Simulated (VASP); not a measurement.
```xyz
4
Lattice="1.5640 -4.1566 0.0000 1.5640 4.1566 0.0000 0.0000 0.0000 8.3648" Properties=species:S:1:pos:R:3 pbc="T T T"
Sn     1.5640     4.1566     4.1824
Sn     2.3459    -2.0783     6.2543
Sn     0.7820    -2.0783     2.1104
Sb     1.5640     0.0000     8.3648
```

Calculation: PBEsol GGA, VASP's PBE PAW potentials (set 64) (plane waves; VASP). Settings: 400 eV cut-off, 12×12×4 Γ-centred mesh, tetrahedra with Blöchl corrections, potentials Sn_d Sb.

The cores are frozen, which limits the accuracy of field gradients.

### Question
Give the principal components of the electric field gradient (V/Å²) and the asymmetry η at each nucleus.

### Answer

```json
[
 {"atom": "Sn1", "Vxx": "-21.6", "Vyy": "-16.6", "Vzz": "38.2", "η": "0.13"},
 {"atom": "Sn2", "Vxx": "-35.8", "Vyy": "-5.4", "Vzz": "41.1", "η": "0.74"},
 {"atom": "Sn3", "Vxx": "-35.8", "Vyy": "-5.4", "Vzz": "41.1", "η": "0.74"},
 {"atom": "Sb4", "Vxx": "-49.4", "Vyy": "-40.8", "Vzz": "90.2", "η": "0.10"}
]
```

The structure comes from a computed database's Sn3Sb entry (C222); how it stands against other phases isn't given here. It was relaxed first.
